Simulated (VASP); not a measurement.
Data:

```xyz
2
Lattice="1.3808 -2.3916 0.0000 1.3808 2.3916 0.0000 0.0000 0.0000 4.3508" Properties=species:S:1:pos:R:3 pbc="T T T"
Os     1.3808     0.7972     1.0877
Os     1.3808    -0.7972     3.2631
```

These are revPBE GGA, VASP's PBE PAW potentials (set 64) (plane waves; VASP) values and carry that method's errors. Run with 520 eV cut-off, Gaussian smearing of 0.050 eV, potentials Os.

Problem. Give the energies of bands 1 to 11 at the high-symmetry points, in eV from the Fermi level.

Solution. 
| band | Γ | M | K | A | L | H |
|---|---|---|---|---|---|---|
| 1 | -10.71 | -6.98 | -6.31 | -8.32 | -7.23 | -5.66 |
| 2 | -7.55 | -6.83 | -5.27 | -8.32 | -7.23 | -5.66 |
| 3 | -2.96 | -6.24 | -5.27 | -3.46 | -5.14 | -4.80 |
| 4 | -2.96 | -3.46 | -4.50 | -3.46 | -5.14 | -4.80 |
| 5 | -2.68 | -2.87 | -3.33 | -3.16 | -1.20 | -3.35 |
| 6 | -2.15 | -2.49 | -3.33 | -3.16 | -1.20 | -3.35 |
| 7 | -2.15 | -1.82 | -1.30 | -3.16 | -0.18 | -1.32 |
| 8 | -1.55 | 1.89 | 1.41 | -3.16 | -0.18 | -1.32 |
| 9 | -1.55 | 2.43 | 1.41 | 0.82 | 2.22 | 1.53 |
| 10 | 0.03 | 2.58 | 1.97 | 0.82 | 2.22 | 1.53 |
| 11 | 1.59 | 4.20 | 5.19 | 0.82 | 3.15 | 8.06 |

It has no gap at this level: it comes out as a metal or semimetal.

The compound is Os in the hcp structure. It was relaxed first.
